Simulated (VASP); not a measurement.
Consider the following.

```xyz
6
Lattice="1.5767 -2.7309 0.0000 1.5767 2.7309 0.0000 0.0000 0.0000 12.3542" Properties=species:S:1:pos:R:3 pbc="T T T"
W      1.5767     0.9103     3.0886
W      1.5767    -0.9103     9.2657
S      1.5767     0.9103    10.8433
S      1.5767    -0.9103     4.6662
S      1.5767    -0.9103     1.5109
S      1.5767     0.9103     7.6880
```

All values below come from vdW-DF-cx, VASP's PBE PAW potentials (set 64) (plane waves; VASP 6.6.1). Run with 520 eV cut-off, Gaussian smearing of 0.050 eV, potentials W_sv S.

Unless said otherwise, spin-orbit coupling is left out, though it shifts the bands of the heavy elements here.

**Question.** Give the energies of bands 17 to 30 at the high-symmetry points, in eV from the valence-band maximum.

**Answer.** 
```tsv
band	Γ	M	K	A	L	H
17	-3.40	-5.43	-5.28	-3.39	-5.01	-5.14
18	-3.38	-4.74	-5.02	-3.39	-5.01	-5.14
19	-3.38	-4.02	-4.49	-2.89	-3.98	-4.70
20	-2.16	-3.94	-4.49	-2.89	-3.98	-4.70
21	-2.16	-2.95	-4.10	-2.14	-2.87	-3.73
22	-2.11	-2.73	-4.10	-2.14	-2.87	-3.73
23	-2.11	-1.89	-2.90	-2.14	-1.79	-3.09
24	-1.49	-1.69	-2.90	-2.14	-1.79	-3.09
25	-1.23	-1.68	-0.72	-0.32	-1.57	-0.63
26	0.00	-1.50	-0.51	-0.32	-1.57	-0.63
27	2.35	2.35	1.34	2.34	2.37	1.34
28	2.35	2.39	1.34	2.34	2.37	1.34
29	2.36	2.60	2.03	2.35	2.78	2.57
30	2.38	2.92	3.27	2.35	2.78	2.57
```

The gap is indirect, 0.98 eV, from the valence maximum at Γ to the conduction minimum at K-Γ at 0.44.

The compound is WS2 in the 2H layered structure. It was relaxed first.
